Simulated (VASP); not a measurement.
Given:

```
CELL_PARAMETERS angstrom
      0.00000     2.46756     2.46756
      2.46756     0.00000     2.46756
      2.46756     2.46756     0.00000
ATOMIC_POSITIONS crystal
  S  0.00000 0.00000 0.00000
  Ru 0.50000 0.50000 0.50000
```

All values below come from PBE GGA, VASP's PBE PAW potentials (set 64) (plane waves; VASP). Run with 300 eV cut-off, 9×9×9 Γ-centred mesh, Gaussian smearing of 0.050 eV, potentials S Ru_pv.

At this cut-off the stress carries a Pulay error, which pulls relaxed volumes low.

Question: Give the stress tensor in GPa (positive for a compressed cell).

Answer: 
```
-3.68   0.00   0.00
 0.00  -3.68   0.00
 0.00   0.00  -3.68
```
The pressure is its mean diagonal, -3.68 GPa.

The structure was generated: RuS was put into an ordered model structure, which need not be its known phase. The cell was not relaxed at this level.
